Tin monoxide, SnO, is a layered oxide used as the p-type channel of thin-film transistors. Two gaps matter there. The smallest gap is indirect: the top of the valence band and the bottom of the conduction band lie at different crystal momenta. It governs how many carriers heat alone creates, and so sets a limit on how well the channel can be switched off. The smallest direct gap, taken at one momentum, marks where strong light absorption can begin if symmetry allows the transition there, and so bears on the transparency. The table gives both for one fixed crystal, as "gap on path" and "direct gap on path".

VASP 6.6.1, plane-wave DFT with PAW potentials: SnO (P4/nmm) in one fixed cell, without spin polarisation or spin–orbit coupling. The cutoff is 520 eV, the k mesh 8 × 8 × 6 and the Gaussian smearing 0.02 eV (0.05 eV in the LDA and PBE band runs). Both gaps are the smallest found along a path through special k points.

| functional | potentials | gap on path (eV) | direct gap on path (eV) |
| --- | --- | --- | --- |
| LDA | VASP-PAW-LDA-potentials,-recommended | 0.071 | 1.955 |
| PBE | VASP-PAW-PBE-potentials,-recommended | 0.025 | 1.955 |
| r2SCAN | VASP-PAW-PBE-potentials,-recommended | 0.141 | 2.288 |
| SCAN | VASP-PAW-PBE-potentials,-recommended | 0.119 | 2.253 |
| TB-mBJ | VASP-PAW-PBE-potentials,-recommended | 0.200 | 2.368 |

**(a) A PBE calculation is at hand, and r2SCAN is known to widen the direct gap from 1.955 to 2.288 eV. Estimate the r2SCAN indirect gap from this, and test the estimate.**

*Solution.* A simple assumption is that a better functional lifts all conduction bands by the same amount and leaves their shape alone. Both gaps then grow equally. Starting from the PBE indirect gap of 0.025 eV, the estimate is

$$0.025 + (2.288 - 1.955) = 0.358\ \text{eV}.$$

The calculation gives 0.141 eV, so the estimate is more than twice the calculated value. The opposite assumption is that all energy differences stretch by one factor. It gives $0.025 \times 2.288/1.955 \approx 0.03$ eV, which is far too small.

SCAN and TB-mBJ behave in the same way: the rigid shift overshoots by 0.20 to 0.24 eV at all three higher levels, and the stretch falls short. For LDA neither rule sees any change from PBE, although the indirect gap does change. PBE is the starting point and tests nothing. The printed output after this text lists both estimates for every row.

**(b) Why does so little of the opening reach the indirect gap?**

*Solution.* Start at the momentum where the direct gap is smallest. From there the valence band still climbs to its top, and the conduction band still falls to its bottom. Call the sum of this climb and this fall $W$. With $E_\mathrm{d}$ for the direct and $E_\mathrm{i}$ for the indirect gap,

$$E_\mathrm{i} = E_\mathrm{d} - W .$$

This holds exactly at every level, because it only retraces the bands. In SnO it subtracts two large, nearly equal energies: in PBE, $W$ is 1.93 eV and $E_\mathrm{d}$ is 1.955 eV. A change of one per cent in $W$ therefore amounts to about three quarters of the whole PBE indirect gap.

From PBE to r2SCAN the direct gap opens by 0.33 eV, but $W$ grows by 0.22 eV and takes back about two thirds of it. In relative terms $W$ grows by 11 %, where a rigid shift requires no growth and a uniform stretch requires 17 %. LDA shows the same sensitivity from the other side. Its direct gap equals that of PBE, yet a $W$ smaller by 0.05 eV makes its indirect gap nearly three times as large. The LDA run uses its own PAW potentials, so this small step need not come from the functional alone.

Theory explains why $W$ need not stay fixed. When the functional changes, the potential changes with it, and each level shifts, to first order, by the average of that change over the region where its electron sits. With SCAN and r2SCAN the shift also depends on how steeply the orbital varies there. A rigid shift is to be expected when the conduction states involved are alike in place and shape, and likewise the valence states. In SnO the tin lone pairs point into the space between the layers, those of one layer staggered against those of the next, and overlap there is expected to help spread the bands. It is plausible, then, that the states at the band edges differ in character from those at the direct gap. That remains a guess here, since the results contain no orbital characters and do not split $W$ into its valence and conduction parts.

The same reasoning can be carried to a neighbouring material. If the smallest gap is itself direct, $W$ is zero and the problem disappears. If it is a small remainder of a large direct gap, a modest change in band shape can decide its size.

**(c) Which level should be used for which purpose, and at what cost?**

*Solution.* Begin with the accuracy that a channel needs. The measured indirect gap is roughly 0.7 eV (a recalled value), and every level falls short of it by at least 0.5 eV. Semilocal functionals are known to give gaps that are too small. TB-mBJ, whose potential is designed to open gaps, removes only about a quarter of the PBE shortfall.

The number of thermally created carriers varies as $\exp(-E_\mathrm{i}/2k_\mathrm{B}T)$, where $k_\mathrm{B}T$ is about 0.026 eV at room temperature. With the same densities of states at the band edges, an error of 0.5 eV overstates that number by a factor of order $10^4$. A device model fed with even the largest gap of the table would predict a channel that leaks far too much when switched off. None of these gaps should enter such a model uncorrected.

A rough correction is possible if it starts from the small gap. It is the rigid shift that failed between levels in (a), so it holds only as far as a level already has the right $W$. Shift the conduction bands until the indirect gap equals the measured one, and read off the direct gap. For all five levels the result lies within 0.2 eV of the optical gap, roughly 2.7 eV (also recalled, and only loosely comparable with a calculated direct gap). PBE comes closest and the three higher levels overshoot, so on this rough test their larger $W$ is no improvement. An error of that size is less than a tenth of the direct gap, but it would be over a quarter of the measured indirect gap, on which the number of carriers depends exponentially. The shift should therefore be fixed on the small gap and carried to the large one, not the reverse.

For the structure the choice is clearer. The fixed cell is close to the measured one (recalled). In it the r2SCAN and SCAN pressures are below 1 GPa, so the cell is nearer to what these functionals would choose themselves than it is for LDA or PBE; in a soft layered solid even this remainder is expected to move so small a gap noticeably. PBE, at 4.4 GPa, would expand it, and LDA, at −2.5 GPa, would contract it. No dispersion correction was used; adding one to PBE is expected to pull the layers together and reduce its expansion. The cell matters because the gap of SnO is known to shrink when the layers are pressed together, though gaps in relaxed cells were not computed. TB-mBJ supplies a potential but no matching energy, so it cannot relax a structure at all.

Small differences should not guide the choice. SCAN and r2SCAN differ by 22 meV in the indirect gap, while the neglected spin–orbit coupling splits the atomic 5p level of tin by several tenths of an eV (recalled). How much of this reaches the band edges was not computed; it could exceed that difference. Sampling matters too: in LDA the regular mesh gives a gap 15 meV larger than the path does, probably because a band edge lies between its points. The smearing width is 0.02 eV in most runs but 0.05 eV in the LDA and PBE band inputs. In these runs at fixed density the smearing leaves the band energies themselves unchanged. The PBE gap is so small that it may close at a momentum not sampled, so PBE does not establish that SnO is a semiconductor.

The table holds no timings, but the cost of all five levels grows with system size in much the same way. SCAN, r2SCAN and TB-mBJ also use the kinetic-energy density and can need more care to converge. A sensible course is to take the measured cell, or relax with r2SCAN or SCAN where it is not known, and fix the gap by a measured shift, bearing in mind that the shift was tested here only in the fixed cell. Where no measurement exists, a hybrid functional is a reasonable next step, at a much higher cost because it needs exact exchange.

Output of the analysis:

```
Changes from PBE in eV:
     row  direct minus indirect gap  opening of indirect gap  opening of direct gap  growth of excess
     LDA                      1.884                    0.046                      0            -0.046
     PBE                       1.93                        0                      0                 0
  r2SCAN                      2.147                    0.116                  0.333             0.217
    SCAN                      2.134                    0.094                  0.298             0.204
  TB-mBJ                      2.168                    0.175                  0.413             0.238
Indirect gap predicted from PBE in eV:
     row  rigid shift  miss of rigid shift  uniform stretch  miss of uniform stretch
     LDA        0.025               -0.046            0.025                   -0.046
     PBE        0.025           -9.021e-17            0.025                        0
  r2SCAN        0.358                0.217          0.02926                  -0.1117
    SCAN        0.323                0.204          0.02881                 -0.09019
  TB-mBJ        0.438                0.238          0.03028                  -0.1697
Shortfall against rough recalled experiment in eV:
     row  indirect gap  direct gap
     LDA         0.629       0.745
     PBE         0.675       0.745
  r2SCAN         0.559       0.412
    SCAN         0.581       0.447
  TB-mBJ           0.5       0.332
Share of direct opening that reaches the indirect gap, PBE to SCAN, percent: 31.54
Share of direct opening that reaches the indirect gap, PBE to r2SCAN, percent: 34.83
Share of direct opening that reaches the indirect gap, PBE to TB-mBJ, percent: 42.37
r2SCAN minus SCAN, indirect gap, meV: 22
r2SCAN minus SCAN, direct gap, meV: 35
LDA minus PBE, indirect gap, meV: 46
LDA gap on mesh minus gap on path, meV: 15
PBE gap on mesh minus gap on path, meV: 3.4
Part of the PBE indirect shortfall removed by TB-mBJ, percent: 25.93
Part of the PBE direct shortfall removed by TB-mBJ, percent: 55.44
Thermal energy at 300 K, meV: 25.85
Factor by which the TB-mBJ gap overstates intrinsic carriers at 300 K, order of magnitude: 15842
Pressure in the fixed cell, LDA, GPa: -2.533
Pressure in the fixed cell, PBE, GPa: 4.446
Pressure in the fixed cell, r2SCAN, GPa: 0.6745
Pressure in the fixed cell, SCAN, GPa: 0.2117
```
